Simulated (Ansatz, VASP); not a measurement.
# C (Diamond): VASP beside Ansatz, part 2 of 2

Wanted: the spread between two codes on one cell, functional and k mesh. The cell is taken from a series of runs on this material, whose earlier steps may have relaxed, scaled, displaced or heated it; both programs get it as it stands.

VASP 6.6.1 and Ansatz 0.2.0.

So far: The structure; Ansatz: zone-centre phonons, LDA.

## 3. VASP: zone-centre phonons, LDA

Level of this step: LDA; plane waves and PAW (C) (VASP).

The same cell, functional (in two slightly different forms) and mesh now go to VASP, with its own data sets.

Lines of VASP's logs that name or quote its potential files are left out, and so is its time.

Input file INCAR:

```
SYSTEM = C
PREC = Accurate
ENCUT = 600
EDIFF = 1E-08
NELM = 120
ISMEAR = 0
SIGMA = 0.01
LREAL = .FALSE.
ALGO = Normal
GGA = PW92
NBANDS = 10
LORBIT = 11
LWAVE = .FALSE.
LCHARG = .FALSE.
ISIF = 2
IBRION = 8
LEPSILON = .TRUE.
LASPH = .TRUE.
GGA_COMPAT = .FALSE.
EFERMI = MIDGAP
KPAR = 2
```

Input file POSCAR:

```
C
1.0
    0.0000000000      1.7569949407      1.7569949407
    1.7569949407      0.0000000000      1.7569949407
    1.7569949407      1.7569949407      0.0000000000
C
2
Direct
    1.0000000000      1.0000000000      0.0000000000
    0.2500000000      0.2500000000      0.2500000000
```

Input file KPOINTS:

```
Automatic mesh
0
Gamma
12 12 12
0 0 0
```

Potentials, in the order of the species: C (LDA family, release 64).

Launch:

```bash
> mpirun -np 2 vasp_std
```

Numbers of over 12 decimals in the logs are rounded to 6 here.

The program printed:

```text
[banner, memory and clock lines left out]
running    2 mpi-ranks, on    1 nodes
 distrk:  each k-point on    1 cores,    2 groups
 distr:  one band on    1 cores,    1 groups

 POSCAR found type information on POSCAR C
 POSCAR found :  1 types and       2 ions
|                                                                             |
|               ----> ADVICE to this user running VASP <----                  |
|                                                                             |
|     You enforced a specific xc type in the INCAR file but a different       |
|     [... a line on the potential file left out ...]
|     I HOPE YOU KNOW WHAT YOU ARE DOING!                                     |
|                                                                             |

 LDA part: xc-table for (Slater(with rela. corr.)+PW92), standard interpolation
 POSCAR, INCAR and KPOINTS ok, starting setup
 FFT: planning ... GRIDC
 FFT: planning ... GRID_SOFT
 FFT: planning ... GRID
 WAVECAR not read
 entering main loop
       N       E                     dE             d eps       ncg     rms          rms(c)
DAV:   1    -0.346976120898E+00   -0.34698E+00   -0.53803E+03  1464   0.892E+02
DAV:   2    -0.207630567690E+02   -0.20416E+02   -0.19699E+02  1962   0.135E+02
DAV:   3    -0.211770880984E+02   -0.41403E+00   -0.41335E+00  1682   0.153E+01
DAV:   4    -0.211779712615E+02   -0.88316E-03   -0.88310E-03  1558   0.843E-01
DAV:   5    -0.211779724118E+02   -0.11503E-05   -0.11503E-05  1644   0.307E-02    0.600E+00
DAV:   6    -0.205071168425E+02    0.67086E+00   -0.38546E-01  1492   0.462E+00    0.348E+00
DAV:   7    -0.202741915469E+02    0.23293E+00   -0.45141E-01  1568   0.501E+00    0.775E-01
DAV:   8    -0.202740609948E+02    0.13055E-03   -0.95296E-03  1528   0.883E-01    0.266E-02
DAV:   9    -0.202740488280E+02    0.12167E-04   -0.33933E-05  1600   0.500E-02    0.195E-02
DAV:  10    -0.202740501722E+02   -0.13442E-05   -0.17559E-06  1594   0.121E-02    0.458E-03
DAV:  11    -0.202740501084E+02    0.63773E-07   -0.58087E-08  1634   0.200E-03    0.720E-04
DAV:  12    -0.202740500973E+02    0.11065E-07   -0.12670E-09   870   0.358E-04    0.153E-04
DAV:  13    -0.202740500951E+02    0.22586E-08   -0.75060E-11   766   0.924E-05
   1 F= -.20274050E+02 E0= -.20274050E+02  d E =0.000000E+00
 Linear response reoptimize wavefunctions to high precision
DAV:   1    -0.202740500946E+02    0.46145E-09   -0.23737E-12   840   0.181E-05
DAV:   2    -0.202740500946E+02   -0.10630E-10   -0.10731E-13   748   0.449E-06
 Linear response G [H, r] |phi>, progress :
  Direction:   1
       N       E                     dE             d eps       ncg     rms
RMM:   1    -0.319451749182E+02   -0.31945E+02    0.54199E-02  3325   0.432E+01
RMM:   2    -0.323850445355E+02   -0.43987E+00   -0.97703E-01  2279   0.859E+00
RMM:   3    -0.323949143755E+02   -0.98698E-02   -0.32940E-03  2397   0.518E-01
RMM:   4    -0.323949969533E+02   -0.82578E-04   -0.23429E-05  2530   0.407E-02
RMM:   5    -0.323949980216E+02   -0.10683E-05   -0.38692E-07  2496   0.386E-03
RMM:   6    -0.323949980562E+02   -0.34653E-07   -0.33685E-07  2334   0.546E-04
RMM:   7    -0.323949980497E+02    0.65268E-08   -0.23362E-07  1882   0.235E-04
RMM:   8    -0.323949980487E+02    0.97211E-09   -0.26241E-07  1816   0.212E-04
RMM:   9    -0.323949980491E+02   -0.36521E-09   -0.19748E-07  1686   0.211E-04
RMM:  10    -0.323949980495E+02   -0.39029E-09    0.20672E-07  1395   0.211E-04
RMM:  11    -0.323949980483E+02    0.11613E-08    0.43442E-07  1080   0.211E-04
 Linear response G [H, r] |phi>, progress :
  Direction:   2
       N       E                     dE             d eps       ncg     rms
RMM:   1    -0.354901844394E+02   -0.35490E+02   -0.53250E+01  3337   0.414E+01
RMM:   2    -0.329079771995E+02    0.25822E+01   -0.66919E-01  2283   0.735E+00
RMM:   3    -0.329116678799E+02   -0.36907E-02   -0.26341E-03  2388   0.431E-01
RMM:   4    -0.329116870632E+02   -0.19183E-04   -0.18602E-05  2562   0.354E-02
RMM:   5    -0.329116874323E+02   -0.36917E-06    0.22904E-07  2514   0.316E-03
RMM:   6    -0.329116874503E+02   -0.18006E-07    0.26327E-07  2350   0.474E-04
RMM:   7    -0.329116874763E+02   -0.25969E-07    0.38467E-08  1921   0.223E-04
RMM:   8    -0.329116874767E+02   -0.38747E-09    0.33414E-07  1860   0.210E-04
RMM:   9    -0.329116874762E+02    0.44936E-09    0.10723E-07  1733   0.210E-04
RMM:  10    -0.329116874766E+02   -0.33704E-09    0.27412E-07  1489   0.210E-04
 Linear response G [H, r] |phi>, progress :
  Direction:   3
       N       E                     dE             d eps       ncg     rms
RMM:   1    -0.207068115238E+02   -0.20707E+02    0.61036E+01  3186   0.403E+01
RMM:   2    -0.224171454363E+02   -0.17103E+01   -0.89998E-01  2258   0.786E+00
RMM:   3    -0.224226665309E+02   -0.55211E-02   -0.57032E-03  2427   0.491E-01
RMM:   4    -0.224226457824E+02    0.20748E-04   -0.68649E-05  2467   0.401E-02
RMM:   5    -0.224226445513E+02    0.12312E-05   -0.17447E-06  2439   0.398E-03
RMM:   6    -0.224226444570E+02    0.94300E-07   -0.10333E-07  2210   0.637E-04
RMM:   7    -0.224226444922E+02   -0.35187E-07   -0.67752E-09  1711   0.312E-04
RMM:   8    -0.224226444590E+02    0.33166E-07    0.10562E-06  1597   0.285E-04
RMM:   9    -0.224226444571E+02    0.19095E-08   -0.12272E-07  1453   0.283E-04
[...]
RMM:   3    -0.177451960824E+00   -0.41907E-05   -0.30044E-06  2317   0.112E-02
RMM:   4    -0.177451978658E+00   -0.17834E-07   -0.12648E-08  2281   0.758E-04
RMM:   5    -0.177451978724E+00   -0.66099E-10   -0.17832E-10  1715   0.518E-05
 change of polarisation eV/A/(eV/A) component  1 :     0.355     0.158     0.046
 dielectric tensor                  component  1 :     6.920     2.631     0.767
 Linear response to external field (no local field effect), progress :
  Direction:   2
       N       E                     dE             d eps       ncg     rms          rms(c)
RMM:   1    -0.170490658378E+00   -0.17049E+00   -0.60157E-01  3169   0.225E+00
RMM:   2    -0.174302202416E+00   -0.38115E-02   -0.97708E-04  2305   0.269E-01
RMM:   3    -0.174306228845E+00   -0.40264E-05   -0.30873E-06  2332   0.112E-02
RMM:   4    -0.174306248030E+00   -0.19184E-07   -0.13123E-08  2290   0.801E-04
RMM:   5    -0.174306248101E+00   -0.71198E-10   -0.10847E-10  1715   0.521E-05
 change of polarisation eV/A/(eV/A) component  2 :     0.158     0.349    -0.059
 dielectric tensor                  component  2 :     2.631     6.815    -0.991
 Linear response to external field (no local field effect), progress :
  Direction:   3
       N       E                     dE             d eps       ncg     rms          rms(c)
RMM:   1    -0.877458702371E-01   -0.87746E-01   -0.30980E-01  3123   0.166E+00
RMM:   2    -0.899230614485E-01   -0.21772E-02   -0.50030E-04  2277   0.187E-01
RMM:   3    -0.899251154076E-01   -0.20540E-05   -0.14981E-06  2318   0.819E-03
RMM:   4    -0.899251238444E-01   -0.84368E-08   -0.56070E-09  2268   0.583E-04
 change of polarisation eV/A/(eV/A) component  3 :     0.046    -0.059     0.180
 dielectric tensor                  component  3 :     0.767    -0.991     4.000
 Linear response to external field, progress :
  Direction:   1
       N       E                     dE             d eps       ncg     rms          rms(c)
RMM:   1    -0.143942273829E+00   -0.14394E+00   -0.51332E-01  7156   0.205E+00
RMM:   2    -0.147224388371E+00   -0.32821E-02   -0.82519E-04  5172   0.240E-01    0.680E-01
RMM:   3    -0.145036793992E+00    0.21876E-02   -0.72372E-04  5138   0.208E-01    0.396E-01
RMM:   4    -0.149693320096E+00   -0.46565E-02   -0.10536E-03  5171   0.253E-01    0.328E-02
RMM:   5    -0.150090524911E+00   -0.39720E-03   -0.11368E-05  5285   0.266E-02    0.273E-03
RMM:   6    -0.150103388113E+00   -0.12863E-04   -0.33439E-08  5476   0.163E-03    0.148E-03
RMM:   7    -0.150106629262E+00   -0.32411E-05   -0.51195E-09  5469   0.684E-04    0.100E-04
RMM:   8    -0.150107172128E+00   -0.54287E-06   -0.16289E-10  4372   0.623E-05    0.247E-05
RMM:   9    -0.150107058736E+00    0.11339E-06   -0.87632E-11  2321   0.226E-05    0.213E-06
 change of polarisation eV/A/(eV/A) component  1 :     0.284     0.092     0.031
 dielectric tensor                  component  1 :     5.739     1.530     0.520
 Linear response to external field, progress :
  Direction:   2
       N       E                     dE             d eps       ncg     rms          rms(c)
RMM:   1    -0.143918502939E+00   -0.14392E+00   -0.51308E-01  7167   0.205E+00
RMM:   2    -0.147224339514E+00   -0.33058E-02   -0.82745E-04  5171   0.241E-01    0.680E-01
RMM:   3    -0.145037776936E+00    0.21866E-02   -0.72332E-04  5139   0.208E-01    0.396E-01
RMM:   4    -0.149693470147E+00   -0.46557E-02   -0.10528E-03  5171   0.253E-01    0.328E-02
RMM:   5    -0.150090346594E+00   -0.39688E-03   -0.11360E-05  5288   0.266E-02    0.273E-03
RMM:   6    -0.150103374305E+00   -0.13028E-04   -0.33083E-08  5477   0.163E-03    0.148E-03
RMM:   7    -0.150106601398E+00   -0.32271E-05   -0.50064E-09  5459   0.683E-04    0.100E-04
RMM:   8    -0.150107149580E+00   -0.54818E-06   -0.86707E-11  4347   0.620E-05    0.247E-05
RMM:   9    -0.150107034359E+00    0.11522E-06   -0.16582E-11  2363   0.227E-05    0.214E-06
 change of polarisation eV/A/(eV/A) component  2 :     0.075     0.284    -0.002
 dielectric tensor                  component  2 :     1.256     5.739    -0.028
 Linear response to external field, progress :
  Direction:   3
       N       E                     dE             d eps       ncg     rms          rms(c)
RMM:   1    -0.143916446922E+00   -0.14392E+00   -0.51306E-01  7166   0.205E+00
RMM:   2    -0.147224298701E+00   -0.33079E-02   -0.82900E-04  5172   0.241E-01    0.680E-01
RMM:   3    -0.145037770298E+00    0.21865E-02   -0.72703E-04  5142   0.208E-01    0.396E-01
RMM:   4    -0.149693237258E+00   -0.46555E-02   -0.10567E-03  5173   0.253E-01    0.328E-02
RMM:   5    -0.150090410109E+00   -0.39717E-03   -0.11373E-05  5288   0.266E-02    0.273E-03
RMM:   6    -0.150103366375E+00   -0.12956E-04   -0.33761E-08  5473   0.163E-03    0.148E-03
RMM:   7    -0.150106606127E+00   -0.32398E-05   -0.50500E-09  5462   0.685E-04    0.101E-04
RMM:   8    -0.150107146471E+00   -0.54034E-06   -0.89826E-11  4389   0.633E-05    0.248E-05
RMM:   9    -0.150107035254E+00    0.11122E-06   -0.15793E-11  2339   0.225E-05    0.212E-06
 change of polarisation eV/A/(eV/A) component  3 :     0.012     0.058     0.284
 dielectric tensor                  component  3 :     0.203     0.973     5.739
 Linear response DOF=           1
 Linear response progress:
  Degree of freedom:   1/  1
       N       E                     dE             d eps       ncg     rms          rms(c)
RMM:   1    -0.120839464807E+00   -0.12084E+00   -0.23657E-02 13351   0.208E+00
RMM:   2    -0.111181805622E+00    0.96577E-02   -0.39116E-03  8548   0.397E-01    0.194E-01
RMM:   3    -0.111196370928E+00   -0.14565E-04   -0.40625E-04  8423   0.116E-01    0.106E-01
RMM:   4    -0.112021570387E+00   -0.82520E-03   -0.39991E-04  8357   0.120E-01    0.135E-02
RMM:   5    -0.111968893589E+00    0.52677E-04   -0.29558E-05  9068   0.139E-02    0.103E-03
RMM:   6    -0.111966565227E+00    0.23284E-05   -0.25732E-06  9103   0.832E-04    0.447E-04
RMM:   7    -0.111963797545E+00    0.27677E-05   -0.31303E-07  9293   0.359E-04    0.675E-05
RMM:   8    -0.111963758344E+00    0.39200E-07    0.23654E-08  9337   0.625E-05    0.108E-05
RMM:   9    -0.111963622758E+00    0.13559E-06    0.39040E-08  9590   0.372E-05    0.140E-06
RMM:  10    -0.111963625014E+00   -0.22560E-08    0.90752E-09  7872   0.248E-05    0.189E-07
 first order change of Fermi-energy  -0.53072E+01
 force on displaced ion       1 direction 1 : -40.042   0.000   0.000
 Born effective charge ion    1 direction 1 :   0.000   0.000   0.000
 Born effective charges drift removed
 Linear response finished
```

OUTCAR, selected parts (step 3):

```text
ion  position               nearest neighbor table
   1  0.000  0.000  0.000-   2 1.52   2 1.52   2 1.52   2 1.52
   2  0.250  0.250  0.250-   1 1.52   1 1.52   1 1.52   1 1.52

  LATTYP: Found a face centered cubic cell.
 ALAT       =     3.5139898814

 Subroutine GETGRP returns: Found 48 space group operations
 (whereof 24 operations were pure point group operations)

The static configuration has the point symmetry T_d .
 The point group associated with its full space group is O_h .

 Found     72 irreducible k-points:

   k-points           NKPTS =     72   k-points in BZ     NKDIM =     72   number of bands    NBANDS=     10

   dimension x,y,z NGX =    20 NGY =   20 NGZ =   20
   dimension x,y,z NGXF=    40 NGYF=   40 NGZF=   40

   ENCUT  =  600.0 eV  44.10 Ry    6.64 a.u.   4.96  4.96  4.96*2*pi/ulx,y,z

   NELECT =       8.0000    total number of electrons

 k-points in reciprocal lattice and weights: Automatic mesh
   0.00000000  0.00000000  0.00000000       0.001
   0.08333333  0.00000000  0.00000000       0.005
   0.16666667  0.00000000  0.00000000       0.005
   0.25000000  0.00000000  0.00000000       0.005
   0.33333333  0.00000000  0.00000000       0.005
   0.41666667  0.00000000  0.00000000       0.005
   0.50000000  0.00000000  0.00000000       0.002
   0.08333333  0.08333333  0.00000000       0.003
   0.16666667  0.08333333  0.00000000       0.014
[...]
-0.33333333  0.50000000  0.16666667       0.007
  -0.25000000  0.50000000  0.25000000       0.003

 average (electrostatic) potential at core
       1 -48.8608       2 -48.8608

  Total        0.4975401      0.4975401      0.4975401     -0.0000000      0.0000000      0.0000000
  in kB       73.4847410     73.4847410     73.4847410     -0.0000000      0.0000000      0.0000000
  external PRESSURE =      73.4847410 kB  Pullay stress =       0.0000000 kB

  energy-cutoff  :      600.00
  volume of cell :       10.85
      direct lattice vectors                 reciprocal lattice vectors
     0.000000000  1.756994941  1.756994941    -0.284576801  0.284576801  0.284576801
     1.756994941  0.000000000  1.756994941     0.284576801 -0.284576801  0.284576801
     1.756994941  1.756994941  0.000000000     0.284576801  0.284576801 -0.284576801

 POSITION                                       TOTAL-FORCE (eV/Angst)
 -----------------------------------------------------------------------------------
      0.00000      0.00000      0.00000         0.000000      0.000000      0.000000
      0.87850      0.87850      0.87850        -0.000000     -0.000000     -0.000000
 -----------------------------------------------------------------------------------
    total drift:                                0.000000      0.000000      0.000000

 MACROSCOPIC STATIC DIELECTRIC TENSOR (including local field effects in DFT)
 ------------------------------------------------------
           5.738677     0.000000    -0.000000
          -0.000000     5.738677    -0.000000
           0.000000     0.000000     5.738677
 ------------------------------------------------------

 PIEZOELECTRIC TENSOR (including local field effects)  for field in x, y, z        (C/m^2)
          XX          YY          ZZ          XY          YZ          ZX
  --------------------------------------------------------------------------------
  x     0.00000     0.00000     0.00000     0.00000    -0.00000     0.00000
  y    -0.00000     0.00000    -0.00000     0.00000     0.00000    -0.00000
  z     0.00000     0.00000     0.00000    -0.00000     0.00000     0.00000

 BORN EFFECTIVE CHARGES (including local field effects) (in |e|, cummulative output)
 ---------------------------------------------------------------------------------
 ion    1
    1    -0.00000    -0.00000     0.00000
    2     0.00000    -0.00000    -0.00000
    3    -0.00000     0.00000    -0.00000
 ion    2
    1     0.00000     0.00000    -0.00000
    2     0.00000     0.00000     0.00000
    3     0.00000     0.00000     0.00000

 Eigenvectors and eigenvalues of the dynamical matrix
 ----------------------------------------------------

   1 f  =   40.367672 THz   253.637566 2PiTHz 1346.520614 cm-1   166.947204 meV
             X         Y         Z           dx          dy          dz
      0.000000  0.000000  0.000000     0.000000   -0.707107    0.000000
      0.878497  0.878497  0.878497     0.000000    0.707107    0.000000

   2 f  =   40.367672 THz   253.637566 2PiTHz 1346.520614 cm-1   166.947204 meV
             X         Y         Z           dx          dy          dz
      0.000000  0.000000  0.000000    -0.707107    0.000000    0.000000
      0.878497  0.878497  0.878497     0.707107    0.000000    0.000000

   3 f  =   40.367672 THz   253.637566 2PiTHz 1346.520614 cm-1   166.947204 meV
             X         Y         Z           dx          dy          dz
      0.000000  0.000000  0.000000     0.000000    0.000000   -0.707107
      0.878497  0.878497  0.878497     0.000000    0.000000    0.707107

   4 f  =    0.000000 THz     0.000000 2PiTHz    0.000000 cm-1     0.000000 meV
             X         Y         Z           dx          dy          dz
      0.000000  0.000000  0.000000     0.707107    0.000000    0.000000
      0.878497  0.878497  0.878497     0.707107    0.000000    0.000000

   5 f  =    0.000000 THz     0.000000 2PiTHz    0.000000 cm-1     0.000000 meV
             X         Y         Z           dx          dy          dz
      0.000000  0.000000  0.000000     0.000000    0.707107    0.000000
      0.878497  0.878497  0.878497     0.000000    0.707107    0.000000

   6 f  =    0.000000 THz     0.000000 2PiTHz    0.000000 cm-1     0.000000 meV
             X         Y         Z           dx          dy          dz
      0.000000  0.000000  0.000000     0.000000    0.000000    0.707107
      0.878497  0.878497  0.878497     0.000000    0.000000    0.707107

 MACROSCOPIC STATIC DIELECTRIC TENSOR IONIC CONTRIBUTION
 ------------------------------------------------------
           0.000000     0.000000    -0.000000
           0.000000     0.000000     0.000000
          -0.000000     0.000000     0.000000
 ------------------------------------------------------

 ELASTIC MODULI CONTR FROM IONIC RELAXATION (kBar)
 Direction    XX          YY          ZZ          XY          YZ          ZX
 --------------------------------------------------------------------------------
 XX          -0.0000     -0.0000     -0.0000     -0.0000     -0.0000      0.0000
 YY          -0.0000     -0.0000      0.0000     -0.0000     -0.0000      0.0000
 ZZ          -0.0000      0.0000     -0.0000      0.0000     -0.0000     -0.0000
 XY          -0.0000     -0.0000      0.0000    -92.9803      0.0000      0.0000
 YZ          -0.0000     -0.0000     -0.0000      0.0000    -92.9803      0.0000
 ZX           0.0000      0.0000     -0.0000      0.0000      0.0000    -92.9803
 --------------------------------------------------------------------------------

 PIEZOELECTRIC TENSOR IONIC CONTR  for field in x, y, z        (C/m^2)
          XX          YY          ZZ          XY          YZ          ZX
  --------------------------------------------------------------------------------
  x    -0.00000    -0.00000    -0.00000     0.00000    -0.00000    -0.00000
  y     0.00000     0.00000    -0.00000    -0.00000     0.00000    -0.00000
  z    -0.00000    -0.00000    -0.00000    -0.00000    -0.00000     0.00000
```

## 4. Comparison

Known differences besides the potentials themselves: fixed occupations in Ansatz, narrow Gaussian smearing in VASP; VASP's run holds the zone centre alone; VASP's response is taken on the typed mesh, Ansatz refines its own for the field response alone; the cutoff is 420 eV in Ansatz and 600 eV in VASP; VASP's log shows a relativistic correction to its local exchange, Ansatz's none. Total energies have different zeros and are not compared.

The two programs side by side:

```csv
quantity,Ansatz,VASP,difference
ε∞ xx,5.74,5.74,+0.11 %
ε∞ yy,5.74,5.74,+0.11 %
ε∞ zz,5.74,5.74,+0.11 %
Born charge of C1 (mean of the diagonal) (e),0.00,0.00,0.00
optical mode 1 to 3 (cm⁻¹),1343.9,1346.5,-0.20 %
```

Modes are paired by rising frequency, not by their patterns, so a pair may set unlike modes beside each other; they are those without the splitting of longitudinal modes.

## 5. Results

```yaml
r_m_s_difference_of_the_optical_zone_centre_modes_each_program_s_sorted_by_frequency_zone_centre_phonons_lda: 2.7 cm⁻¹
```

**Reading.** The r.m.s. difference of the optical zone-centre modes, each program's sorted by frequency is 2.7 cm⁻¹ (zone-centre phonons, LDA). Such differences can come from data sets, numerical settings and the points named under the comparisons, not from the functional's error against experiment.

[Lines on the potential files, build, host, timing and source positions are cut from VASP's logs without a mark.]

[Logs are printed without paths, hosts, clocks, repeated set-up lines and the standing remarks that a program may print on its own settings, such as how far it seeks lower states.]

[Hosts, paths, dates, database ids (printed as entryN), source tags and the programs' standing remarks are cut or masked in the printed files.]
